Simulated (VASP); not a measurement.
All values below come from revPBE GGA, VASP's PBE PAW potentials (set 64) (plane waves; VASP 6.6.1).

VASP input:

**INCAR**
```
SIGMA = 0.1
ISMEAR = 1   ! Methfessel-Paxton
LCHARG = .False.
PREC = Accurate
ISIF = 3
EDIFFG = -0.01   ! ionic stop
LMAXMIX = 4
ENCUT = 520   ! plane-wave cut-off (eV)
IBRION = 2
ALGO = Normal
LREAL = .False.   ! projection in real space or not
NELM = 100   ! most electronic steps
GGA = RE   ! revPBE
SYSTEM = FeAl
EDIFF = 1E-6   ! SCF stop (eV)
LWAVE = .False.
NSW = 60   ! most ionic steps
LASPH = .True.
```

### KPOINTS
```
K-points
0
G
11 11 11
0 0 0
```

**POSCAR**
```
FeAl
1
    2.8837716842     0.0000000000     0.0000000000
    0.0000000000     2.8837716842     0.0000000000
    0.0000000000    -0.0000000000     2.8837716842
Al Fe
1 1
Direct
  0.5000000000   0.5000000000   0.5000000000
  0.0000000000   0.0000000000   0.0000000000
```

POTCAR, in this order: Al Fe (PBE.64 set). Program: vasp_std.

Question: What will the output report for the number of irreducible k-points (NKPTS), largest plane-wave count, number of space-group operations, FFT grid (NGX, NGY, NGZ)?

Answer: 
```json
{
 "number of irreducible k-points (NKPTS)": "56",
 "largest_plane_wave_count": "661",
 "number_of_space_group_operations": "48",
 "FFT grid (NGX, NGY, NGZ)": "24 × 24 × 24"
}
```

The compound is FeAl in the CsCl type structure. It was relaxed first. The start is the result of an earlier pass. The run is not spin-polarised, so no magnetic state was tried. The electron count is odd and the run is not spin-polarised, which forces a metal.
